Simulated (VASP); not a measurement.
Level of theory: PBE GGA with D3 dispersion (zero damping), VASP's PBE PAW potentials (set 64) (plane waves; VASP).

VASP ran on this input.

### INCAR
```
SYSTEM = WC
PREC = Accurate
ENCUT = 520
EDIFF = 1E-7
NELM = 100
ALGO = Normal
LREAL = .FALSE.
LASPH = .TRUE.
ISMEAR = 1
SIGMA = 0.1
GGA = PE
IVDW = 11
LMAXMIX = 6
LWAVE = .FALSE.
LCHARG = .FALSE.
ISIF = 4
IBRION = 2
NSW = 30
EDIFFG = -0.01
```

**KPOINTS**
```
Automatic mesh
0
Gamma
14 14 13
0 0 0
```

POSCAR:
```
WC
1
    1.4404187522    -2.4948785372     0.0000000000
    1.4404187522     2.4948785372     0.0000000000
    0.0000000000     0.0000000000     2.8126719901
W C
1 1
Direct
  0.0000000000   0.0000000000   1.0000000000
  0.3333330000   0.6666670000   0.5000000000
```

POTCAR, in this order: W_sv C (PBE.64 set). Program: vasp_std.

Unless said otherwise, spin-orbit coupling is left out, though it shifts the bands of the heavy elements here.

### Question
Predict the energy per atom (σ→0), dispersion energy, band gap (on the k-mesh).

### Answer

The energy per atom (σ→0) is -11.570 eV/atom and the dispersion energy is -0.740 eV. The band gap (on the k-mesh) comes out as none (metal, semimetal or under 0.01 eV).

File OSZICAR:
```
...
DAV:   1    -0.224025028812E+02   -0.40151E-02   -0.91417E-02  4388   0.365E+00    0.255E-01
DAV:   2    -0.224006093207E+02    0.18936E-02   -0.39538E-03  4638   0.632E-01    0.135E-01
DAV:   3    -0.223999488042E+02    0.66052E-03   -0.12436E-03  4708   0.331E-01    0.483E-02
DAV:   4    -0.223999361732E+02    0.12631E-04   -0.69088E-05  4828   0.813E-02    0.223E-02
DAV:   5    -0.223999347103E+02    0.14629E-05   -0.56438E-06  4638   0.240E-02    0.432E-03
DAV:   6    -0.223999345211E+02    0.18917E-06   -0.71953E-07  4878   0.875E-03    0.138E-03
DAV:   7    -0.223999345209E+02    0.23874E-09   -0.30081E-08  2219   0.192E-03
   3 F= -.23139981E+02 E0= -.23139960E+02  d E =-.482632E-03
```

The compound is WC in the wc structure. This cell is one point of a volume scan, at 0.97 of the reference volume. Symmetry was kept, so distortions that lower it aren't found.
